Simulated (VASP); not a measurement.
Energy against volume of Li (bcc). Level of theory: revPBE GGA, VASP's PBE PAW potentials (set 64) (plane waves; VASP). Run with 520 eV cut-off, 15×15×15 Γ-centred mesh, first-order Methfessel-Paxton smearing of 0.10 eV, potentials Li_sv.

```tsv
V (Å³/atom)	E (eV/atom)
19.785	-1.80320
20.416	-1.80616
21.048	-1.80734
21.679	-1.80698
```

Problem. Fit these four points and predict the energy of the run at 22.311 Å³/atom.

Solution. A cubic in V^(−2/3), the third-order Birch-Murnaghan form, passes through the four points with V0 = 21.20 Å³/atom and B0 = 13 GPa, and gives -1.8053 eV/atom there. The run gave -1.8052 eV/atom, +0.0 meV/atom from the fit; all five points give B0 = 13 GPa.

The compound is Li in the bcc structure. It was relaxed first.
